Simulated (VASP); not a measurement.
**Lattice constant a of zinc-blende III-V compounds: PBEsol against PBE**

VASP (plane waves, PAW); cells keep the symmetry of their structure type. Static lattice, each level at its own minimum.

Here x stands for PBE a and y for PBEsol less PBE.

```csv
solid,PBE a (Å),PBEsol less PBE (Å),cut-off (eV)
BN,3.626,-0.018,520
AlN,4.402,-0.024,520
BP,4.547,-0.025,520
GaN,4.550,-0.053,520
BAs,4.817,-0.039,520
GaP,5.506,-0.069,520
AlAs,5.733,-0.051,520
GaAs,5.750,?,520
InSb,6.635,-0.114,520
```

The 8 complete rows are fitted with a straight line, y against x. With u = x - 5.0, the rows have u = -1.3740, -0.5980, -0.4530, -0.4500, -0.1830, 0.5060, 0.7330, 1.6350. Means: u -0.023000, y -0.0491. About the means, the sum of products is -0.18633 and the sum of squares of u is 6.1490; the slope is their ratio. Least squares gives y = -0.0498 - 0.03030·u. Residuals (row less fit): -0.0098, 0.0077, 0.0111, -0.0168, 0.0053, -0.0039, 0.0210, -0.0147; standard error 0.0145 (degrees of freedom: 6). The slope is -0.0303 with a standard error of 0.0058.

**Question.** What does the fit predict for y at x = 5.750, and how far is the calculated value from it?

**Answer.** u = 0.7500, so y = -0.0498 - 0.03030 × 0.7500 = -0.0725 Å. The calculation gives -0.087 Å, 0.0145 Å below the prediction (15.1 % of the range of y in the table). The row lies between fitted rows. From the scatter of the fitted rows alone, a prediction at this place has a standard error of 0.0160 Å, so the miss is 0.9 times that.

AlN is here a metastable form; wurtzite is the usual one. GaN is here a metastable form; wurtzite is the usual one. The rows are a random draw from the solids of this series computed here; series whose standard error about the line passes 12 to 30 % of the range of y, or with no trend, aren't shown in this form.
